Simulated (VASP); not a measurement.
# Zn4Te3O (I-42m) in VASP: relaxation of cell and atoms with PBE

Aim: the relaxation of cell and atoms of Zn4Te3O with PBE.

All numbers are computed with VASP 6.6.1; they aren't measurements. Logs are shortened: lines on timing, memory, paths and dates and some standing lists are left out, and cuts for length are marked.

### Step 1. The structure

The structure is tetragonal, space group I-42m (No. 121). The conventional cell has a = 5.750 Å, b = 5.750 Å, c = 11.500 Å, α = 90.00°, β = 90.00°, γ = 90.00°. Zn (site symmetry m) has 1 O at 2.11 Å as nearest neighbours. Te (site symmetry -42m) has 4 Zn at 2.64 Å as nearest neighbours. Te (site symmetry -4) has 4 Zn at 2.64 Å as nearest neighbours. Around O (site symmetry -42m) lie 4 Zn at 2.11 Å.

The cell was built by a generator and needn't be a form met in nature.

### Step 2. Relaxation of cell and atoms, PBE

INCAR reads:

```
ALGO     = Fast           # electronic algorithm
EDIFF    = 1E-4           # SCF threshold, eV
EDIFFG   = -0.08          # ionic threshold
ENCUT    = 520            # plane-wave cutoff, eV
GGA      = PE             # functional
IBRION   = 2              # ionic algorithm
ISIF     = 3              # what is computed and relaxed
ISMEAR   = 0              # smearing method
LASPH    = True           # aspherical terms in the spheres
LCHARG   = False          # write CHGCAR
LREAL    = False          # projectors in reciprocal space
LWAVE    = False          # write WAVECAR
NELM     = 60             # most SCF steps
NSW      = 24             # ionic steps
PREC     = Normal         # precision mode
SIGMA    = 0.15           # smearing width, eV
```

KPOINTS reads:

```
k-points
0
Gamma
  4 4 4
```

POSCAR reads:

```
Zn4Te3O
1.0
   -2.8750000000      2.8750000000      5.7500000000
    2.8750000000     -2.8750000000      5.7500000000
    2.8750000000      2.8750000000     -5.7500000000
Zn Te O
4 3 1
Direct
    0.6820000000      0.6820000000      0.5760000000
    0.1060000000      0.1060000000      0.4240000000
    0.3180000000      0.8940000000      0.0000000000
    0.8940000000      0.3180000000      0.0000000000
    0.5000000000      0.5000000000      0.0000000000
    0.2500000000      0.7500000000      0.5000000000
    0.7500000000      0.2500000000      0.5000000000
    0.0000000000      0.0000000000      0.0000000000
```

Potentials or basis: VASP PAW PBE potentials, release 64 (Zn, Te, O).

On the command line:

```bash
$ cat potpaw_PBE.64/Zn/POTCAR potpaw_PBE.64/Te/POTCAR potpaw_PBE.64/O/POTCAR > POTCAR
$ mpirun -np 1 vasp_std > vasp.out
```

OUTCAR:

```text
EDIFF = 1E-4
   EDIFFG = -0.08
   ENCUT = 520
   GGA = PE
   IBRION = 2
   ISIF = 3
   ISMEAR = 0
   LASPH = True
   LREAL = False
   NELM = 60
   NSW = 24
   PREC = Normal

 ion  position               nearest neighbor table
   1  0.682  0.682  0.576-   8 2.11   5 2.64   6 2.64   7 2.64
   2  0.106  0.106  0.424-   8 2.11   5 2.64   7 2.64   6 2.64
   3  0.318  0.894  0.000-   8 2.11   5 2.64   7 2.64   6 2.64
   4  0.894  0.318  0.000-   8 2.11   5 2.64   6 2.64   7 2.64
   5  0.500  0.500  0.000-   1 2.64   3 2.64   4 2.64   2 2.64
   6  0.250  0.750  0.500-   1 2.64   2 2.64   3 2.64   4 2.64
   7  0.750  0.250  0.500-   1 2.64   2 2.64   4 2.64   3 2.64
   8  0.000  0.000  0.000-   1 2.11   2 2.11   3 2.11   4 2.11

  LATTYP: Found a body centered tetragonal cell.
 ALAT       =     5.7500000000
 C/A-ratio  =     2.0000000000

  Lattice vectors:

 A1 = (  -2.8750000000,   2.8750000000,   5.7500000000)
 A2 = (   2.8750000000,  -2.8750000000,   5.7500000000)
 A3 = (   2.8750000000,   2.8750000000,  -5.7500000000)

Analysis of symmetry for initial positions (statically):
=====================================================================
 Subroutine PRICEL returns:
 Original cell was already a primitive cell.

 Routine SETGRP: Setting up the symmetry group for a
 body centered tetragonal supercell.

 Subroutine GETGRP returns: Found  8 space group operations
 (whereof  8 operations were pure point group operations)
 out of a pool of 16 trial point group operations.

The static configuration has the point symmetry D_2d.

Analysis of symmetry for dynamics (positions and initial velocities):
=====================================================================
 Subroutine PRICEL returns:
 Original cell was already a primitive cell.

 Routine SETGRP: Setting up the symmetry group for a
 body centered tetragonal supercell.

 Subroutine GETGRP returns: Found  8 space group operations
 (whereof  8 operations were pure point group operations)
 out of a pool of 16 trial point group operations.

The dynamic configuration has the point symmetry D_2d.

 Subroutine INISYM returns: Found  8 space group operations
 (whereof  8 operations are pure point group operations),
 and found     1 'primitive' translations

----------------------------------------------------------------------------------------

                                     Primitive cell

  volume of cell :     190.1094

  direct lattice vectors                    reciprocal lattice vectors
    -2.875000000  2.875000000  5.750000000     0.000000000  0.173913043  0.086956522
     2.875000000 -2.875000000  5.750000000     0.173913043  0.000000000  0.086956522
     2.875000000  2.875000000 -5.750000000     0.173913043  0.173913043  0.000000000

  length of vectors
     7.042283011  7.042283011  7.042283011     0.194440694  0.194440694  0.245950185

  position of ions in fractional coordinates (direct lattice)
     0.682000000  0.682000000  0.576000000
     0.106000000  0.106000000  0.424000000
     0.318000000  0.894000000  0.000000000
     0.894000000  0.318000000  0.000000000
     0.500000000  0.500000000  0.000000000
     0.250000000  0.750000000  0.500000000
     0.750000000  0.250000000  0.500000000
     0.000000000  0.000000000  0.000000000

  ion indices of the primitive-cell ions
   primitive index   ion index
                 1           1
                 2           2
                 3           3
                 4           4
                 5           5
                 6           6
                 7           7
                 8           8

----------------------------------------------------------------------------------------

 KPOINTS: k-points

Automatic generation of k-mesh.
 Grid dimensions read from file:
 generate k-points for:    4    4    4

 Generating k-lattice:

  Cartesian coordinates                     Fractional coordinates (reciprocal lattice)
     0.000000000  0.043478261  0.021739130     0.250000000  0.000000000  0.000000000
     0.043478261  0.000000000  0.021739130     0.000000000  0.250000000  0.000000000
     0.043478261  0.043478261  0.000000000     0.000000000  0.000000000  0.250000000

  Length of vectors
     0.048610173  0.048610173  0.061487546

  Shift w.r.t. Gamma in fractional coordinates (k-lattice)
     0.000000000  0.000000000  0.000000000

 Subroutine IBZKPT returns following result:
 ===========================================

 Found     13 irreducible k-points:

 Following reciprocal coordinates:
            Coordinates               Weight
  0.000000  0.000000  0.000000      1.000000
  0.250000  0.000000  0.000000      8.000000
  0.500000  0.000000  0.000000      4.000000
  0.250000  0.250000  0.000000      8.000000
  0.500000  0.250000  0.000000     16.000000
 -0.250000  0.250000  0.000000      4.000000
  0.500000  0.500000  0.000000      2.000000
  0.250000  0.250000  0.250000      2.000000
 -0.250000  0.250000  0.250000      4.000000
  0.500000  0.500000  0.250000      4.000000
 -0.250000  0.500000  0.250000      8.000000
 -0.250000 -0.250000  0.250000      2.000000
  0.500000  0.500000  0.500000      1.000000
   k-points           NKPTS =     13   k-points in BZ     NKDIM =     13   number of bands    NBANDS=     43
   number of dos      NEDOS =    301   number of ions     NIONS =      8
   total plane-waves  NPLWV =  64000
   dimension x,y,z NGX =    40 NGY =   40 NGZ =   40
   dimension x,y,z NGXF=    80 NGYF=   80 NGZF=   80
   ions per type =               4   3   1
   NGX,Y,Z   is equivalent  to a cutoff of   9.44,  9.44,  9.44 a.u.
   NGXF,Y,Z  is equivalent  to a cutoff of  18.89, 18.89, 18.89 a.u.
 SYSTEM =  unknown system
   PREC   = normal    normal or accurate (medium, high low for compatibility)
   ISTART =      0    job   : 0-new  1-cont  2-samecut
   ICHARG =      2    charge: 1-file 2-atom 10-const
   ISPIN  =      1    spin polarized calculation?
   LNONCOLLINEAR =      F non collinear calculations
   LSORBIT =      F    spin-orbit coupling
   LASPH  =      T    aspherical Exc in radial PAW
   ENCUT  =  520.0 eV  38.22 Ry    6.18 a.u.  13.09 13.09 13.09*2*pi/ulx,y,z
   NELM   =     60;   NELMIN=  2; NELMDL= -5     # of ELM steps
   EDIFF  = 0.1E-03   stopping-criterion for ELM
   LREAL  =      F    real-space projection
   EDIFFG = -.8E-01   stopping-criterion for IOM
   NSW    =     24    number of steps for IOM
   IBRION =      2    ionic relax: 0-MD 1-quasi-New 2-CG
   NFREE  =      1    steps in history (QN), initial steepest desc. (CG)
   ISIF   =      3    stress and relaxation
   ISYM   =      2    0-nonsym 1-usesym 2-fastsym
   POTIM  = 0.5000    time-step for ionic-motion
   TEBEG  =    0.0;   TEEND  =   0.0 temperature during run
   PSTRESS=    0.0 pullay stress
   NELECT =      72.0000    total number of electrons
   NUPDOWN=      -1.0000    fix difference up-down
   EMIN   =  10.00;   EMAX   =-10.00  energy-range for DOS
   EFERMI =   0.00;   METHOD = LEGACY
   ISMEAR =     0;   SIGMA  =   0.15  broadening in eV -4-tet -1-fermi 0-gaus
   EFERMI_NEDOS =   21; number of points for ismear=-14 and -15
   IALGO  =     68    algorithm
   IMIX   =      4    mixing-type and parameters
     AMIX     =   0.40;   BMIX     =  1.00
     AMIX_MAG =   1.60;   BMIX_MAG =  1.00
  volume/ion in A,a.u.               =      23.76       160.37
  Fermi-wavevector in a.u.,A,eV,Ry     =   1.184453  2.238292 19.088005  1.402929
  Thomas-Fermi vector in A             =   2.320667
   LORBIT       =      0    0 simple, 1 ext, 2 COOP (PROOUT), +10 PAW based schemes
   GGA     = PE    functional components
   LHFCALC =     F    Hartree Fock is set to
   AEXX    =    0.0000 exact exchange contribution
   IVDW    =     0    specifies the selected vdW correction
   LEPSILON=     F    determine dielectric tensor
   LRPA    =     F    only Hartree local field effects (RPA)
 conjugate gradient relaxation of ions
 non-spin polarized calculation
 RMM-DIIS sequential band-by-band and
 Gauss-broadening in eV      SIGMA  =   0.15
  energy-cutoff  :      520.00
  volume of cell :      190.11
 maximum number of plane-waves:      5194
   NGX = 27   NGY = 27   NGZ = 27

--------------------------------------- Ionic step        1  -------------------------------------------

 number of electron      72.0000184 magnetization

 Free energy of the ion-electron system (eV)
  ---------------------------------------------------
  ext. energy  EPLUGINS =         0.00000000
  ---------------------------------------------------
  free energy    TOTEN  =       -23.42639912 eV

  energy without entropy =      -23.42449881  energy(sigma->0) =      -23.42544897

------------------------ aborting loop because EDIFF is reached ----------------------------------------

  FORCE on cell =-STRESS in cart. coord.  units (eV):
  Direction    XX          YY          ZZ          XY          YZ          ZX
  --------------------------------------------------------------------------------------
  -------------------------------------------------------------------------------------
  Total        1.4420096      1.4420096      0.0492087      0.0000000      0.0000000     -0.0000000
  in kB       12.1527676     12.1527676      0.4147145      0.0000000      0.0000000     -0.0000000
  external PRESSURE =       8.2400832 kB  Pullay stress =       0.0000000 kB

 VOLUME and BASIS-vectors are now :
 -----------------------------------------------------------------------------
  energy-cutoff  :      520.00
  volume of cell :      190.11
      direct lattice vectors                 reciprocal lattice vectors
    -2.875000000  2.875000000  5.750000000     0.000000000  0.173913043  0.086956522
     2.875000000 -2.875000000  5.750000000     0.173913043  0.000000000  0.086956522
     2.875000000  2.875000000 -5.750000000     0.173913043  0.173913043  0.000000000
[... 127 lines left out ...]
 POSITION                                       TOTAL-FORCE (eV/Angst)
 -----------------------------------------------------------------------------------
      1.73776      1.73776      4.48537         0.024568      0.024568     -0.061440
      1.17947      1.17947     -1.21290        -0.024568     -0.024568     -0.061440
      1.73776     -1.73776      6.91117         0.024568     -0.024568      0.061440
     -1.73776      1.73776      6.91117        -0.024568      0.024568      0.061440
      2.91724      2.91724      0.00000         0.000000     -0.000000      0.000000
      2.91724      0.00000      2.84914         0.000000     -0.000000      0.000000
      0.00000      2.91724      2.84914         0.000000     -0.000000      0.000000
      0.00000      5.83447      0.00000         0.000000     -0.000000      0.000000
 -----------------------------------------------------------------------------------
    total drift:                               -0.000246     -0.000246     -0.000178

  FREE ENERGIE OF THE ION-ELECTRON SYSTEM (eV)
  ---------------------------------------------------
  free  energy   TOTEN  =       -23.5499522226 eV

  energy  without entropy=      -23.5470437904  energy(sigma->0) =      -23.54849801

--------------------------------------- Ionic step        5  -------------------------------------------

 number of electron      72.0000131 magnetization

 Free energy of the ion-electron system (eV)
  ---------------------------------------------------
  ext. energy  EPLUGINS =         0.00000000
  ---------------------------------------------------
  free energy    TOTEN  =       -23.55252637 eV

  energy without entropy =      -23.54984789  energy(sigma->0) =      -23.55118713

 E-fermi :   3.1367     XC(G=0):  -9.3132

 val. band max:        2.9439843636   @ k =   0.0000   0.0000   0.0000
 cond. band min:       3.2257926016   @ k =   0.0000   0.0000   0.0000
 fundamental gap:      0.2818082380
 Fermi energy:         3.1366785588

 k-point     1 :       0.0000    0.0000    0.0000
  band No.  band energies     occupation
      1     -15.2830      2.00000
      2      -8.3916      2.00000
      3      -7.2415      2.00000
      4      -7.0428      2.00000
      5      -3.9402      2.00000
      6      -3.9100      2.00000
[... 609 lines left out ...]
 POSITION                                       TOTAL-FORCE (eV/Angst)
 -----------------------------------------------------------------------------------
      1.73882      1.73882      4.47331         0.000176      0.000176     -0.059049
      1.17559      1.17559     -1.21096        -0.000176     -0.000176     -0.059049
      1.73882     -1.73882      6.89522         0.000176     -0.000176      0.059049
     -1.73882      1.73882      6.89522        -0.000176      0.000176      0.059049
      0.00000      0.00000      5.68427        -0.000000     -0.000000      0.000000
      2.91441     -0.00000      2.84213        -0.000000      0.000000     -0.000000
     -0.00000      2.91441      2.84213        -0.000000     -0.000000     -0.000000
      0.00000     -0.00000      0.00000        -0.000000      0.000000      0.000000
 -----------------------------------------------------------------------------------
    total drift:                               -0.000246     -0.000246     -0.000179

  FREE ENERGIE OF THE ION-ELECTRON SYSTEM (eV)
  ---------------------------------------------------
  free  energy   TOTEN  =       -23.5525263667 eV

  energy  without entropy=      -23.5498478929  energy(sigma->0) =      -23.55118713

 reached required accuracy - stopping structural energy minimisation
```

Wall time 6.1 min (1 thread of AMD EPYC 7R43 (Zen 3), shared host); peak memory 0.28 GiB.

What came out:

```
Free energy                            : -23.5525 eV
Relaxed volume                         : 24.14 Å³/atom
Relaxed cell                           : a = 7.021 Å, b = 7.021 Å, c = 7.021 Å, α = 130.95°, β = 130.95°, γ = 71.89°
Space group after relaxing (to 0.05 Å) : I-42m (No. 121)
Energy gained by relaxing              : 15.8 meV/atom
Ionic steps                            : 5
Pressure after relaxing                : 0.0 GPa
Largest force after relaxing           : 0.059 eV/Å
Band gap on the k mesh                 : 0.28 eV, direct
```

Forces in eV/Å, atoms in the order of the input:
```
Zn   0.000  0.000 -0.059
Zn   0.000  0.000 -0.059
Zn   0.000  0.000  0.059
Zn   0.000  0.000  0.059
Te   0.000  0.000  0.000
Te   0.000  0.000  0.000
Te   0.000  0.000  0.000
O    0.000  0.000  0.000
```

Step by step:
| step | energy change (eV) | largest force (eV/Å) | pressure (GPa) | volume (Å³) |
| --- | --- | --- | --- | --- |
| 1 | 0.0000 | 0.6334 | 0.82 | 190.11 |
| 2 | -0.0748 | 0.3877 | 0.09 | 193.49 |
| 3 | -0.0965 | 0.1525 | -0.78 | 197.36 |
| 4 | -0.1236 | 0.0706 | -0.49 | 193.98 |
| 5 | -0.1261 | 0.0590 | -0.04 | 193.12 |

Final structure:
```yaml
crystal:
  lattice:
    - [-2.91441, 2.91441, 5.68427]
    - [2.91441, -2.91441, 5.68427]
    - [2.91441, 2.91441, -5.68427]
  atoms:
    - { symbol: Zn, position: [0.69180, 0.69180, 0.59663] }
    - { symbol: Zn, position: [0.09517, 0.09517, 0.40337] }
    - { symbol: Zn, position: [0.30820, 0.90483, 0.00000] }
    - { symbol: Zn, position: [0.90483, 0.30820, 0.00000] }
    - { symbol: Te, position: [0.50000, 0.50000, 0.00000] }
    - { symbol: Te, position: [0.25000, 0.75000, 0.50000] }
    - { symbol: Te, position: [0.75000, 0.25000, 0.50000] }
    - { symbol: O, position: [0.00000, 0.00000, 0.00000] }
```

Levels at points of the mesh, in eV from the valence-band top:
```csv
k point,band 33,band 34,band 35,band 36,band 37,band 38,band 39,band 40
"(0.00, 0.00, 0.00)",-1.91,-0.09,-0.09,0.00,0.28,2.78,2.84,4.16
"(0.50, 0.00, 0.00)",-1.64,-1.19,-1.14,-0.16,2.80,2.99,3.06,3.97
"(0.50, 0.50, 0.00)",-0.69,-0.24,-0.15,-0.11,0.93,3.04,3.46,4.27
"(0.50, 0.50, 0.50)",-1.10,-1.10,-0.57,-0.57,2.24,2.59,2.99,3.06
```

Caveat: spin-orbit coupling is left out, which moves the levels of the heavy elements; the relaxation stopped at a loose force limit of 0.08 eV/Å, so its end isn't a converged minimum. Expect the measured gap to be larger: semilocal functionals such as PBE lack the derivative discontinuity.
